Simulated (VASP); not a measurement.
VASP ran on this input.

### INCAR
```
SYSTEM = PbF2
PREC = Accurate
ENCUT = 520
EDIFF = 1E-6
NELM = 100
ALGO = Normal
LREAL = .FALSE.
LASPH = .TRUE.
ISMEAR = 0
SIGMA = 0.05
LMAXMIX = 4
LWAVE = .FALSE.
LCHARG = .FALSE.
ISIF = 2
METAGGA = R2SCAN
LEPSILON = .TRUE.
```

KPOINTS:
```
Automatic mesh
0
Gamma
5 5 5
0 0 0
```

### POSCAR
```
PbF2
1
    0.0000000000     3.0294000000     3.0294000000
    3.0294000000     0.0000000000     3.0294000000
    3.0294000000     3.0294000000     0.0000000000
Pb F
1 2
Direct
  0.0000000000   0.0000000000   0.0000000000
  0.2500000000   0.2500000000   0.2500000000
  0.7500000000   0.7500000000   0.7500000000
```

POTCAR, in this order: Pb_d F (PBE.64 set). Program: vasp_std.

**Question.** Does this input run properly? What does VASP do?

**Answer.** There is a fault: LEPSILON was set with a meta-GGA. VASP stops with an error: You have switched on METAGGA and linear-response routines. This combination is currently not supported. If you have selected LEPSILON=.TRUE., you can try using LCALCEPS=.TRUE. instead. In all other cases, VASP will stop. SOOO sorry... ----> I REFUSE TO CONTINUE WITH THIS SICK JOB ... BYE!!! <----

**standard output**
```
 POSCAR found type information on POSCAR PbF
 POSCAR found :  2 types and       3 ions
 Reading from existing POTCAR
 Reading from existing POTCAR

 -----------------------------------------------------------------------------
|                                                                             |
|               ----> ADVICE to this user running VASP <----                  |
|                                                                             |
|     You enforced a specific xc type in the INCAR file but a different       |
|     type was found in the POTCAR file.                                      |
|     I HOPE YOU KNOW WHAT YOU ARE DOING!                                     |
|                                                                             |
 -----------------------------------------------------------------------------

 LDA part: xc-table for (None), standard interpolation
 POSCAR, INCAR and KPOINTS ok, starting setup
 WAVECAR not read
 entering main loop
       N       E                     dE             d eps       ncg     rms          rms(c)
DAV:   1     0.260476615819E+03    0.26048E+03   -0.15246E+04   360   0.177E+03
DAV:   2    -0.517309231360E+02   -0.31221E+03   -0.30193E+03   410   0.468E+02
DAV:   3    -0.793938190191E+02   -0.27663E+02   -0.27408E+02   410   0.153E+02
DAV:   4    -0.802693543869E+02   -0.87554E+00   -0.87366E+00   396   0.300E+01
DAV:   5    -0.803008460187E+02   -0.31492E-01   -0.31481E-01   396   0.566E+00    0.708E+00
DAV:   6    -0.700063322649E+02    0.10295E+02   -0.60502E+00   422   0.367E+01    0.228E+00
DAV:   7    -0.700807646306E+02   -0.74432E-01   -0.11759E+00   386   0.854E+00    0.203E+00
DAV:   8    -0.701335075414E+02   -0.52743E-01   -0.51078E-01   454   0.708E+00    0.107E+00
DAV:   9    -0.701095784463E+02    0.23929E-01   -0.16153E-01   452   0.317E+00    0.230E-01
DAV:  10    -0.701119107023E+02   -0.23323E-02   -0.34823E-02   388   0.168E+00    0.364E-01
DAV:  11    -0.701105144251E+02    0.13963E-02   -0.16230E-02   472   0.997E-01    0.626E-02
DAV:  12    -0.701104475661E+02    0.66859E-04   -0.51581E-04   374   0.203E-01    0.260E-02
DAV:  13    -0.701104433642E+02    0.42019E-05   -0.22798E-04   370   0.140E-01    0.213E-02
DAV:  14    -0.701104378597E+02    0.55045E-05   -0.15016E-05   384   0.293E-02    0.947E-03
DAV:  15    -0.701104363272E+02    0.15325E-05   -0.11183E-05   370   0.288E-02    0.898E-04
DAV:  16    -0.701104363293E+02   -0.20923E-08   -0.22851E-07   182   0.326E-03
   1 F= -.70110436E+02 E0= -.70110436E+02  d E =-.169131E-16

 -----------------------------------------------------------------------------
|                                                                             |
|     EEEEEEE  RRRRRR   RRRRRR   OOOOOOO  RRRRRR      ###     ###     ###     |
|     E        R     R  R     R  O     O  R     R     ###     ###     ###     |
|     E        R     R  R     R  O     O  R     R     ###     ###     ###     |
|     EEEEE    RRRRRR   RRRRRR   O     O  RRRRRR       #       #       #      |
|     E        R   R    R   R    O     O  R   R                               |
|     E        R    R   R    R   O     O  R    R      ###     ###     ###     |
|     EEEEEEE  R     R  R     R  OOOOOOO  R     R     ###     ###     ###     |
|                                                                             |
|     You have switched on METAGGA and linear-response routines. This         |
|     combination is currently not supported. If you have selected            |
|     LEPSILON=.TRUE., you can try using LCALCEPS=.TRUE. instead. In all      |
|     other cases, VASP will stop. SOOO sorry...                              |
|                                                                             |
|       ---->  I REFUSE TO CONTINUE WITH THIS SICK JOB ... BYE!!! <----       |
|                                                                             |
 -----------------------------------------------------------------------------
```

To mend it, use a GGA with LEPSILON, or finite fields (LCALCEPS) with the meta-GGA. The plain static run on this cell (PBE GGA, plane waves, VASP's PBE PAW potentials (set 64)) converges, and its OSZICAR ends with
```
   1 F= -.14342627E+02 E0= -.14342627E+02  d E =-.603211E-21
```

The compound is PbF2 in the fluorite structure, the β form. The cell was not relaxed at this level.
